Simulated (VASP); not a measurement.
Write the native input for VASP 6.6.1 that does the following.

* Task: relaxation of cell and atoms
* Functional: PBE
* Potentials or basis: VASP PAW PBE potentials, release 64 (Os, F)
* Cutoff: 600 eV
* k mesh: 6 × 6 × 4
* Occupations: gaussian, width 0.1 eV
* Spin: collinear spin, typed start
* Starting moments: [1.0, 1.0, 0.0, 0.0] μB
* Dipole correction: no
* Further INCAR settings: ALGO = Normal; EDIFF = 1e-06; IBRION = 2; EDIFFG = -0.04; NSW = 90; ISIF = 3

The structure of OsF lies in POSCAR:

```
OsF
1.0
    3.1207204600      0.0000000000      0.0000000000
   -1.5603602300      2.7026231900      0.0000000000
    0.0000000000      0.0000000000      5.1416666500
Os F
2 2
Direct
    0.3333333300      0.6666666700      0.7500000000
    0.6666666700      0.3333333300      0.2500000000
    0.0000000000      0.0000000000      0.0000000000
    0.0000000000      0.0000000000      0.5000000000
```

The cell was built by a generator and needn't be a form met in nature.

One way to write it, as run:

INCAR

```
SYSTEM = OsF
PREC     = Accurate       ! precision mode
ENCUT    = 600            ! plane-wave cutoff, eV
EDIFF    = 1E-6           ! SCF threshold, eV
ISMEAR   = 0              ! smearing method
SIGMA    = 0.1            ! smearing width, eV
LREAL    = .FALSE.        ! projectors in reciprocal space
LASPH    = .TRUE.         ! aspherical terms in the spheres
NELM     = 150            ! most SCF steps
ALGO     = Normal         ! electronic algorithm
ISIF     = 3              ! what is computed and relaxed
LWAVE    = .FALSE.        ! write WAVECAR
LCHARG   = .FALSE.        ! write CHGCAR
ISPIN    = 2              ! spin polarisation
MAGMOM   = 1 1 0 0        ! initial moments
LORBIT   = 11             ! projections on sites
LMAXMIX  = 4              ! l up to which the mixer works
GGA      = PE             ! functional
IBRION   = 2              ! ionic algorithm
NSW      = 90             ! ionic steps
EDIFFG   = -0.04          ! ionic threshold
```

KPOINTS

```
Automatic mesh
0
G
  6 6 4
  0 0 0
```

Potentials or basis: VASP PAW PBE potentials, release 64 (Os, F).

Command:

```sh
$ cat potpaw_PBE.64/Os/POTCAR potpaw_PBE.64/F/POTCAR > POTCAR
$ mpirun -np 1 vasp_std > vasp.out
```

It gave:

| Property | Result |
| --- | --- |
| Relaxed volume | 12.15 Å³/atom |
| Relaxed cell | a = 3.753 Å, b = 3.753 Å, c = 3.983 Å, α = 90.00°, β = 90.00°, γ = 120.00° |
| Space group after relaxing (to 0.05 Å) | P6_3/mmc (No. 194) |
| Energy gained by relaxing | 819.6 meV/atom |
| Ionic steps | 19 |
| Pressure after relaxing | 0.2 GPa |
| Band gap on the k mesh | none (metal or under the smearing width) |
| Net moment | 0.00 μB per cell |
| Valence electrons inside the program's atomic spheres | Os 6.59; F 6.08 |

Caveat: the k mesh is coarse (spacing up to 0.39 Å⁻¹), so the values aren't converged.

Run time: 6.3 min on 1 thread of Intel(R) Xeon(R) Platinum 8559C (Emerald Rapids), with other jobs on the host, peak memory 0.23 GiB.
